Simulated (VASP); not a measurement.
OSZICAR of a VASP run on Re3B (space group Cmcm):

File OSZICAR:
```
       N       E                     dE             d eps       ncg     rms          rms(c)
DAV:   1     0.468935519976E+03    0.46894E+03   -0.16540E+04  1348   0.145E+03
DAV:   2    -0.378304810656E+02   -0.50677E+03   -0.48532E+03  1541   0.105E+03
DAV:   3    -0.985576448944E+02   -0.60727E+02   -0.57814E+02  1703   0.300E+02
DAV:   4    -0.106024185693E+03   -0.74665E+01   -0.69614E+01  1912   0.889E+01
DAV:   5    -0.106742141332E+03   -0.71796E+00   -0.68436E+00  1848   0.186E+01    0.983E+01
DAV:   6    -0.998520356325E+02    0.68901E+01   -0.29132E+01  1904   0.437E+01    0.369E+01
DAV:   7    -0.991154756383E+02    0.73656E+00   -0.45095E+00  1848   0.219E+01    0.822E+00
DAV:   8    -0.990339687376E+02    0.81507E-01   -0.79862E-01  1960   0.115E+01    0.471E+00
DAV:   9    -0.990102255225E+02    0.23743E-01   -0.12042E-01  1888   0.397E+00    0.183E+00
DAV:  10    -0.990066291315E+02    0.35964E-02   -0.62104E-02  1984   0.209E+00    0.356E-01
DAV:  11    -0.990058697068E+02    0.75942E-03   -0.12699E-02  1984   0.125E+00    0.401E-01
DAV:  12    -0.990060425356E+02   -0.17283E-03   -0.27578E-03  1776   0.306E-01    0.151E-01
DAV:  13    -0.990061252774E+02   -0.82742E-04   -0.88754E-04  1776   0.108E-01    0.559E-02
DAV:  14    -0.990061502835E+02   -0.25006E-04   -0.37590E-04  1824   0.537E-02    0.260E-02
DAV:  15    -0.990061638852E+02   -0.13602E-04   -0.15735E-04  1120   0.292E-02    0.192E-02
DAV:  16    -0.990061711291E+02   -0.72440E-05   -0.73313E-05   960   0.168E-02    0.965E-03
DAV:  17    -0.990061742625E+02   -0.31334E-05   -0.34061E-05   904   0.228E-02    0.128E-02
DAV:  18    -0.990061759882E+02   -0.17257E-05   -0.17862E-05   872   0.127E-02    0.686E-03
DAV:  19    -0.990061768584E+02   -0.87025E-06   -0.88575E-06   816   0.189E-02
   1 F= -.99006177E+02 E0= -.98956035E+02  d E =-.100284E+00
```

Problem. Which electronic solver shows in the log?

Solution. It is blocked Davidson (ALGO = Normal, or the opening steps of other solvers). The INCAR had ALGO = Normal.

Problem. Can the final energy be trusted as converged?

Solution. Self-consistency was reached. It stopped with EDIFF = 1E-6, NELM = 100 (LDA (Ceperley-Alder, Perdew-Zunger), plane waves, VASP's LDA PAW potentials (set 64)).

The structure comes from a measured Re3B entry of the Crystallography Open Database, whose conditions weren't checked. The cell was not relaxed at this level, and its volume differs by -5.9 % from the start's. The k-mesh is coarse (spacing up to 0.46 per Å, 2π included), so the numbers may not be converged in it.
